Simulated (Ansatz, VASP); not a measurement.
# BaAg2As2 in two plane-wave programs

Wanted: the spread between two codes on one cell, functional and k mesh.

Method: plane waves, with VASP 6.6.1 beside it; single point at PBE, in Ansatz 0.2.0.

**1. Set-up**

The structure is tetragonal, space group I4/mmm (No. 139). Conventional cell: a = 4.603 Å, b = 4.603 Å, c = 10.867 Å, α = 90.00°, β = 90.00°, γ = 90.00°. Nearest to Ba lie 10 As at 3.49 to 4.18 Å and 8 Ag at 3.56 Å. Ag has 4 As at 2.72 Å and 4 Ag at 3.25 Å and 4 Ba at 3.56 Å nearest. Nearest to As lie 1 As at 2.52 Å and 4 Ag at 2.72 Å and 5 Ba at 3.49 to 4.18 Å. Farther neighbours are not listed.

As a file:

```xyz
5
Lattice="-2.3013 2.3013 5.4336 2.3013 -2.3013 5.4336 2.3013 2.3013 -5.4336" Properties=species:S:1:pos:R:3 pbc="T T T"
Ba    0.0000    0.0000    0.0000
Ag    2.3013    0.0000    2.7168
Ag    0.0000    2.3013    2.7168
As    0.0000    0.0000    6.6920
As    0.0000    0.0000    4.1752
```

**2. VASP: single point, PBE**

With cell and atoms fixed, the geometry can't cause a difference; cores, projectors, grids and the points listed under the comparison can.

Lines of VASP's logs that name or quote its potential files are left out, and so is its time.

INCAR reads:

```
SYSTEM = BaAg2As2
PREC = Accurate
ENCUT = 400
EDIFF = 1E-06
NELM = 100
ISMEAR = -1
SIGMA = 0.05
LREAL = .FALSE.
ALGO = Normal
GGA = PE
NBANDS = 27
LORBIT = 11
LWAVE = .FALSE.
LCHARG = .TRUE.
ISIF = 2
LELF = .TRUE.
LVHAR = .TRUE.
```

POSCAR reads:

```
BaAg2As2
1.0
   -2.3012500000      2.3012500000      5.4336000000
    2.3012500000     -2.3012500000      5.4336000000
    2.3012500000      2.3012500000     -5.4336000000
Ba Ag As
1 2 2
Direct
    0.0000000000      0.0000000000      0.0000000000
    0.2500000000      0.7500000000      0.5000000000
    0.7500000000      0.2500000000      0.5000000000
    0.6158000000      0.6158000000      0.0000000000
    0.3842000000      0.3842000000      0.0000000000
```

KPOINTS reads:

```
Automatic mesh
0
Gamma
8 8 8
0 0 0
```

Potentials, in the order of the species: Ba_sv, Ag and As (PBE family, release 64).

Command:

```bash
> mpirun -np 2 vasp_std
```

Numbers of over 12 decimals in the logs are rounded to 6 here.

The program printed:

```text
[banner, memory and clock lines left out]
running    2 mpi-ranks, on    1 nodes
 distrk:  each k-point on    2 cores,    1 groups
 distr:  one band on    1 cores,    2 groups

 POSCAR found type information on POSCAR BaAgAs
 POSCAR found :  3 types and       5 ions
 LDA part: xc-table for (Slater+PW92), standard interpolation
|                                                                             |
|           W    W    AA    RRRRR   N    N  II  N    N   GGGG   !!!           |
|           W    W   A  A   R    R  NN   N  II  NN   N  G    G  !!!           |
|           W    W  A    A  R    R  N N  N  II  N N  N  G       !!!           |
|           W WW W  AAAAAA  RRRRR   N  N N  II  N  N N  G  GGG   !            |
|           WW  WW  A    A  R   R   N   NN  II  N   NN  G    G                |
|           W    W  A    A  R    R  N    N  II  N    N   GGGG   !!!           |
|                                                                             |
|     The number of bands has been changed from the values supplied in        |
|     The orbitals not found in the WAVECAR file will be initialized with     |
|     random numbers, which is usually adequate. For correlated               |
|     calculations, however, you should redo the groundstate calculation.     |
|     I found NBANDS = 27. Now, NBANDS = 28.                                  |
|                                                                             |

 POSCAR, INCAR and KPOINTS ok, starting setup
 FFT: planning ... GRIDC
 FFT: planning ... GRID_SOFT
 FFT: planning ... GRID
 WAVECAR not read
 entering main loop
       N       E                     dE             d eps       ncg     rms          rms(c)
DAV:   1     0.211054381269E+03    0.21105E+03   -0.16771E+04  3304   0.111E+03
DAV:   2    -0.897309131451E+01   -0.22003E+03   -0.21313E+03  3724   0.245E+02
DAV:   3    -0.201922518112E+02   -0.11219E+02   -0.11086E+02  4252   0.527E+01
DAV:   4    -0.203874583503E+02   -0.19521E+00   -0.19489E+00  4484   0.645E+00
DAV:   5    -0.203905160314E+02   -0.30577E-02   -0.30573E-02  4216   0.677E-01    0.910E+00
DAV:   6    -0.191048475948E+02    0.12857E+01   -0.79050E+00  3816   0.242E+01    0.767E+00
DAV:   7    -0.190851436443E+02    0.19704E-01   -0.84682E-01  3612   0.599E+00    0.401E+00
DAV:   8    -0.190676723267E+02    0.17471E-01   -0.93878E-02  3780   0.240E+00    0.681E-01
DAV:   9    -0.190641476230E+02    0.35247E-02   -0.21432E-02  3792   0.131E+00    0.118E-01
DAV:  10    -0.190643997742E+02   -0.25215E-03   -0.28731E-03  3872   0.297E-01    0.662E-02
DAV:  11    -0.190644379172E+02   -0.38143E-04   -0.41266E-04  3696   0.158E-01    0.208E-02
DAV:  12    -0.190644456227E+02   -0.77055E-05   -0.44904E-05  3840   0.613E-02    0.582E-03
DAV:  13    -0.190644461325E+02   -0.50973E-06   -0.43918E-06  4016   0.110E-02
   1 F= -.19064446E+02 E0= -.19057394E+02  d E =-.141035E-01
```

From OUTCAR (step 2):

```text
ion  position               nearest neighbor table
   1  0.000  0.000  0.000-   4 3.49   4 3.49   4 3.49   5 3.49   4 3.49   5 3.49   5 3.49   5 3.49
                             2 3.56   3 3.56   3 3.56   2 3.56   3 3.56   2 3.56   2 3.56   3 3.56
   2  0.250  0.750  0.500-   5 2.72   4 2.72   5 2.72   4 2.72   3 3.25   3 3.25   3 3.25   3 3.25
                             1 3.56   1 3.56   1 3.56   1 3.56
   3  0.750  0.250  0.500-   5 2.72   4 2.72   5 2.72   4 2.72   2 3.25   2 3.25   2 3.25   2 3.25
                             1 3.56   1 3.56   1 3.56   1 3.56
   4  0.616  0.616  0.000-   5 2.52   3 2.72   2 2.72   2 2.72   3 2.72   1 3.49   1 3.49   1 3.49
                             1 3.49
   5  0.384  0.384  0.000-   4 2.52   2 2.72   3 2.72   3 2.72   2 2.72   1 3.49   1 3.49   1 3.49
                             1 3.49

  LATTYP: Found a body centered tetragonal cell.
 ALAT       =     4.6025000000
 C/A-ratio  =     2.3611515481

 Subroutine GETGRP returns: Found 16 space group operations
 (whereof 16 operations were pure point group operations)

The static configuration has the point symmetry D_4h.

 Found     59 irreducible k-points:

   k-points           NKPTS =     59   k-points in BZ     NKDIM =     59   number of bands    NBANDS=     28

   dimension x,y,z NGX =    42 NGY =   42 NGZ =   42
   dimension x,y,z NGXF=    84 NGYF=   84 NGZF=   84

   ENCUT  =  400.0 eV  29.40 Ry    5.42 a.u.  10.33 10.33 10.33*2*pi/ulx,y,z

   NELECT =      42.0000    total number of electrons

 k-points in reciprocal lattice and weights: Automatic mesh
   0.00000000  0.00000000  0.00000000       0.002
   0.12500000  0.00000000  0.00000000       0.016
   0.25000000  0.00000000  0.00000000       0.016
   0.37500000  0.00000000  0.00000000       0.016
   0.50000000  0.00000000  0.00000000       0.008
   0.12500000  0.12500000  0.00000000       0.016
   0.25000000  0.12500000 -0.00000000       0.031
   0.37500000  0.12500000  0.00000000       0.031
   0.50000000  0.12500000  0.00000000       0.031
[...]
-0.37500000 -0.37500000  0.37500000       0.004
   0.50000000  0.50000000  0.50000000       0.002

 average (electrostatic) potential at core
       1 -34.3340       2 -73.7751       3 -73.7751       4 -49.1186       5 -49.1186

 E-fermi :   5.9063

 k-point     1 :       0.0000    0.0000    0.0000
  band No.  band energies     occupation
    ...
     18       3.6941      2.00000
     19       3.6941      2.00000
     20       4.9092      2.00000
     21       4.9092      2.00000
     22       5.8692      1.35467
     23       7.0986      0.00000
     24       7.8485      0.00000
     25       8.7954      0.00000
     26       9.0706      0.00000
     27       9.3514      0.00000
    ...

 k-point     2 :       0.1250    0.0000    0.0000
  band No.  band energies     occupation
    ...
     17       1.8036      2.00000
     18       3.3758      2.00000
     19       3.8569      2.00000
     20       4.4630      2.00000
     21       4.8163      2.00000
     22       6.3082      0.00065
     23       7.4282      0.00000
     24       8.2646      0.00000
     25       8.7069      0.00000
     26       9.3787      0.00000
    ...

 k-point     3 :       0.2500    0.0000    0.0000
  band No.  band energies     occupation
    ...
     17       1.8201      2.00000
     18       2.6650      2.00000
     19       3.9746      2.00000
     20       4.1433      2.00000
     21       4.9323      2.00000
     22       6.9090      0.00000
     23       7.5658      0.00000
     24       7.9656      0.00000
     25       9.2663      0.00000
     26       9.7556      0.00000
    ...

  Total        1.5350636      1.5350636      3.2106456      0.0000000      0.0000000      0.0000000
  in kB       21.3678935     21.3678935     44.6917842      0.0000000      0.0000000      0.0000000
  external PRESSURE =      29.1425237 kB  Pullay stress =       0.0000000 kB

  energy-cutoff  :      400.00
  volume of cell :      115.10
      direct lattice vectors                 reciprocal lattice vectors
    -2.301250000  2.301250000  5.433600000     0.000000000  0.217273221  0.092020024
     2.301250000 -2.301250000  5.433600000     0.217273221  0.000000000  0.092020024
     2.301250000  2.301250000 -5.433600000     0.217273221  0.217273221  0.000000000

 POSITION                                       TOTAL-FORCE (eV/Angst)
 -----------------------------------------------------------------------------------
      0.00000      0.00000      0.00000         0.000000      0.000000      0.000000
      2.30125     -0.00000      2.71680         0.000000      0.000000      0.000000
     -0.00000      2.30125      2.71680         0.000000      0.000000      0.000000
      0.00000      0.00000      6.69202        -0.000000     -0.000000      0.269659
      0.00000      0.00000      4.17518        -0.000000     -0.000000     -0.269659
 -----------------------------------------------------------------------------------
    total drift:                               -0.000000     -0.000000      0.000000

  FREE ENERGIE OF THE ION-ELECTRON SYSTEM (eV)
  ---------------------------------------------------
  free  energy   TOTEN  =       -19.0644461325 eV

  energy  without entropy=      -19.0503426641  energy(sigma->0) =      -19.05739440

 total charge
# of ion       s       p       d       tot
------------------------------------------
    1        2.006   5.598   0.345   7.949
    2        0.403   0.303   9.173   9.878
    3        0.403   0.303   9.173   9.878
    4        1.239   1.462   0.039   2.740
    5        1.239   1.462   0.039   2.740
--------------------------------------------------
tot          5.290   9.128  18.768  33.185

[... 3 further parts left out ...]
```

Harder data sets than Ba_sv exist (the GW ones), and pressures, volumes and forces can shift noticeably with them. At this level the cell is under a pressure of 2.9 GPa, so at these settings it is away from equilibrium.

**3. Ansatz: single point, PBE**

Ansatz runs on its default PAW (the set named soft_2) files.

The same cell, functional, mesh and smearing now go to Ansatz, which takes its cutoff from its data sets.

input.yaml reads:

```yaml
crystal:
  lattice:
    - [-2.30125, 2.30125, 5.4336]
    - [2.30125, -2.30125, 5.4336]
    - [2.30125, 2.30125, -5.4336]
  atoms:
    - { symbol: Ba, position: [0.0, 0.0, 0.0] }
    - { symbol: Ag, position: [0.25, 0.75, 0.5] }
    - { symbol: Ag, position: [0.75, 0.25, 0.5] }
    - { symbol: As, position: [0.6158, 0.6158, 0.0] }
    - { symbol: As, position: [0.3842, 0.3842, 0.0] }
hamiltonian:
  xc: pbe
  pseudopotentials: { kind: paw }
kpoints:
  mp_grid: { grid: [8, 8, 8] }
scf:
  occupations: { method: fermi_dirac, width: 0.05 }
  n_extra_bands: 5
output:
  forces: true
  stress: true
  eigenvalues: true
```

Command:

```bash
> ansatz run input.yaml --threads 2 --pin off --max-ram 4608MiB --backend cpu --events-out ev --progress --plain --runs-dir out
```

The program printed:

```text
scf.n_extra_bands = 5 over 39 filled bands (N_el = 78.0): the run solves 44 bands
Engine: ansatz 0.2.0, aarch64-unknown-linux-gnu
Pseudopotentials: kind: paw
Pseudopotential: Ba, paw, valence charge 10, recommended cutoff 420 eV (normal), Ba.paw.azcp
Pseudopotential: Ag, paw, valence charge 19, recommended cutoff 420 eV (normal), Ag.paw.azcp
Pseudopotential: As, paw, valence charge 15, recommended cutoff 420 eV (normal), As.paw.azcp
Functional definition: PBE
  parameter kappa = 0.804
  parameter beta = 0.066725
  exchange = pbe_x(kappa = kappa, mu = beta*pi^2/3)
  correlation = pbe_c(beta = beta)
Crystal: 5 atoms, lattice volume = 115.100 Å³
Basis set: ecut = 420 eV, 2259 PW (Γ), exchange–correlation on 90×90×90 points (8 copies of the dense FFT grid, shifted against one another)
Bands: 44, of which v1, the nominal top of the filled ones, is band 39 counted from 1 (38 counted from 0)
Symmetry: 16 space group operations
Space group: I4/mmm (ITA 139), of the structure as read, at distance tolerance 4.9e-5 Å
k-points: 59 of 512
Non-local potential: Ba, projectors of the file, l = 0: 3, l = 1: 2, l = 2: 2, l = 3: 2
Non-local potential: Ag, projectors of the file, l = 0: 3, l = 1: 2, l = 2: 2, l = 3: 1
Non-local potential: As, projectors of the file, l = 0: 2, l = 1: 2, l = 2: 3, l = 3: 1
PAW form: soft (Blöchl's): semilocal exchange-correlation on the pseudo side does not see the compensation charge
PAW one-centre angular grid: Ba, 194 points (default); XC on 64 Gauss nodes
PAW one-centre angular grid: Ag, 590 points (default); XC on 64 Gauss nodes
PAW one-centre angular grid: As, 590 points (default); XC on 64 Gauss nodes
Initial density: superposition of atomic densities (neutral atoms: chi_scale 0, normalization atom), corrected by the library's trained network
Initial wavefunctions: pseudopotential atomic-orbital guess
Functional: x = pbe(κ = 0.804, μ = 0.219515), c = pbe(β = 0.066725)
SCF iter   1: F=—  HF=-30845.378448 eV  |F-HF|=—  |Δ(HF+E_count)|=         —  Δρ=2.08e-3  dr2=8.91e-3  ethr=1.77e-3  ⟨swp⟩=7.4  Hψ=10012  notcnv=0
preconditioner: auto → Kerker (q_TF=auto, 2.557 Å⁻¹)  [metal: Δε(μ)=0.027 eV  Ē_g=8.648 eV  σ=0.050 eV  W_gap=0.13  n_scr=32 (ndim 8)  ℏωp=21.9 eV  f_vac=0.003  D(μ)=1.66/eV (n_scr^D=10)]
SCF iter   2: F=—  HF=-30845.377400 eV  |F-HF|=—  |Δ(HF+E_count)|=   1.05e-3  Δρ=9.55e-4  dr2=1.58e-3  ethr=1.14e-5  ⟨swp⟩=2.5  Hψ=5263  notcnv=0
SCF iter   3: F=—  HF=-30845.377315 eV  |F-HF|=—  |Δ(HF+E_count)|=   8.51e-5  Δρ=4.47e-4  dr2=5.29e-4  ethr=2.03e-6  ⟨swp⟩=2.0  Hψ=2927  notcnv=0
SCF iter   4: F=—  HF=-30845.377253 eV  |F-HF|=—  |Δ(HF+E_count)|=   6.27e-5  Δρ=1.43e-4  dr2=4.24e-5  ethr=6.79e-7  ⟨swp⟩=2.0  Hψ=4585  notcnv=0
SCF iter   5: F=—  HF=-30845.377268 eV  |F-HF|=—  |Δ(HF+E_count)|=   1.49e-5  Δρ=5.04e-5  dr2=4.49e-6  ethr=5.44e-8  ⟨swp⟩=2.0  Hψ=4600  notcnv=0
SCF iter   6: F=—  HF=-30845.377267 eV  |F-HF|=—  |Δ(HF+E_count)|=   9.59e-7  Δρ=2.18e-5  dr2=5.33e-7  ethr=5.76e-9  ⟨swp⟩=2.0  Hψ=4711  notcnv=0
SCF iter   7: F=—  HF=-30845.377267 eV  |F-HF|=—  |Δ(HF+E_count)|=   4.70e-8  Δρ=6.95e-6  dr2=1.44e-7  ethr=1.28e-10  ⟨swp⟩=7.3  Hψ=11825  notcnv=0
SCF iter   8: F=-30845.377267 eV  HF=-30845.377267 eV  |F-HF|=1.40e-8  |Δ(HF+E_count)|=   1.59e-8  Δρ=2.34e-6  dr2=1.96e-8  ethr=1.28e-10  ⟨swp⟩=4.0  Hψ=8100  notcnv=0
SCF 1 converged in 8 iterations: F = -30845.377267 eV  dr2 = 1.96e-8
  greatest PAW one-centre occupation: 1.000 electrons in one spin orbital (limit 2), on the Ag atom at site 2 (counted from 0), in its partial waves of l = 0
SCF converged after 8 iterations
Free energy (F): -30845.377267 eV
Harris-Foulkes:  -30845.377267 eV  (|F-HF|=1.40e-8)
Internal energy: -30845.363534 eV  (E = F + TS)
E sigma→0 (E₀):  -30845.370400 eV
Entropy (-TS):   -0.013733 eV (-2.747 meV/atom)
Fermi energy:    12.806825 eV
--- Per-component energies (eV) ---
  E_band       = -1067.824474
  E_kinetic    = 1431.697672
  E_local      = -10036.137921  (includes V_loc(G=0)·N_el)
  E_nonlocal   = -1123.392110
  E_hartree    = 4911.128954
  E_xc         = -697.905255
  E_vxc        = -766.256748  (∫ρ·V_xc dr)
  E_paw        = -16701.038637  (= ΣΔE_a)
  E_vpaw       = -395.984564  (= ΣTr[D̂ρ^β])
  E_aug_tail   = 0.000634  (compensation charges beyond the density's cutoff)
  E_ewald      = -8629.716871
  E_smearing   = -0.013733  (= −TS)
  E_closure    = -0.000000  (closes the sum)
  Σ components = -30845.377267   (vs F -30845.377267, Δ=0.00e0)
--- Forces (eV/Å), atoms counted from 1 ---
  atom   1  Ba     0.00000000     0.00000000     0.00000000
  atom   2  Ag     0.00000000    -0.00000000     0.00000000
  atom   3  Ag     0.00000000     0.00000000     0.00000000
  atom   4  As    -0.00000000     0.00000000     0.22671602
  atom   5  As     0.00000000     0.00000000    -0.22671602
  max |Σ_I F_I| component: 5.55e-17 eV/Å
--- Stress (GPa, compression-positive) ---
        1.864250      -0.000000       0.000000
       -0.000000       1.864250       0.000000
       -0.000000       0.000000       4.123646
  P = ⅓ Tr σ = 2.6174 GPa (26.174 kbar)
--- Band table (eV; the first three rows and the last of 59) ---
  k-point 0: bands = [... 35 lower, 10.6003, 10.6003, 11.7802, 11.7802, 12.8003, 14.0072, 14.6346, 15.7031, ... 1 higher]
  k-point 1: bands = [... 35 lower, 10.3281, 10.7750, 11.1731, 11.2913, 13.7092, 14.4569, 15.3516, 15.4925, ... 1 higher]
  k-point 2: bands = [... 35 lower, 10.0234, 10.6879, 10.7872, 10.9336, 14.5699, 14.8035, 15.3430, 15.3805, ... 1 higher]
  k-point 58: bands = [... 35 lower, 10.3163, 11.1036, 11.8966, 12.6755, 13.4767, 13.4767, 14.0429, 15.8449, ... 1 higher]
```

Wall time 7.7 s (2 threads of Arm Neoverse V2, shared host); peak memory 0.57 GiB; 15 s of CPU time.

The run ends at a pressure of 2.62 GPa, with forces up to 0.23 eV/Å.

**4. Side by side**

Known differences besides the potentials themselves: the data sets hold 78 valence electrons in Ansatz (default PAW (the set named soft_2) files) and 42 in VASP; the cutoff is 420 eV in Ansatz and 400 eV in VASP; VASP leaves aspherical gradient terms in its spheres out (LASPH is not set), Ansatz keeps them. Total energies have different zeros and are not compared.

Both answers:

| quantity | Ansatz | VASP | difference |
| --- | --- | --- | --- |
| pressure (GPa) | 2.62 | 2.91 | -0.30 |

Forces (eV/Å; atoms numbered as in POSCAR):

| atom | Ansatz x, y, z | VASP x, y, z |
| --- | --- | --- |
| Ba1 | 0.000, 0.000, 0.000 | 0.000, 0.000, 0.000 |
| Ag2 | 0.000, 0.000, 0.000 | 0.000, 0.000, 0.000 |
| Ag3 | 0.000, 0.000, 0.000 | 0.000, 0.000, 0.000 |
| As4 | 0.000, 0.000, 0.227 | 0.000, 0.000, 0.270 |
| As5 | 0.000, 0.000, -0.227 | 0.000, 0.000, -0.270 |

The forces differ by 16 meV/Å r.m.s., which is 15.9 % of the r.m.s. force of 0.10 eV/Å (both taken over all components).

**5. Further runs**

Further runs change the set-up of one program: Ansatz's method, potentials or start, or VASP's data sets, cutoff or form of LDA. The table gives Ansatz less VASP for each quantity, since a change that brings one quantity closer may part another.

| run | r.m.s. force difference (meV/Å) | pressure (GPa) |
| --- | --- | --- |
| as above | 16 | -0.30 |
| Ansatz's larger PAW set (cutoff 680 eV) | 17 | -0.28 |
| norm-conserving potentials (cutoff 1143 eV) | 15 | -0.28 |

**6. Summary of results**

* r.m.s. force difference (single point, PBE): 16 meV/Å

What this shows: The r.m.s. force difference is 16 meV/Å (single point, PBE), beyond the 12 meV/Å picked in this series as the mark of a large difference. For single point, PBE, no further run moves any of the tabulated differences by more than a quarter of its size. How closely two codes agree says nothing of how well the functional describes the real material.

[Lines on the potential files, build, host, timing and source positions are cut from VASP's logs without a mark.]

[Logs are printed without paths, hosts, clocks, repeated set-up lines and the standing remarks that a program may print on its own settings, such as how far it seeks lower states.]

[Hosts, paths, dates, database ids (printed as entryN), source tags and the programs' standing remarks are cut or masked in the printed files.]
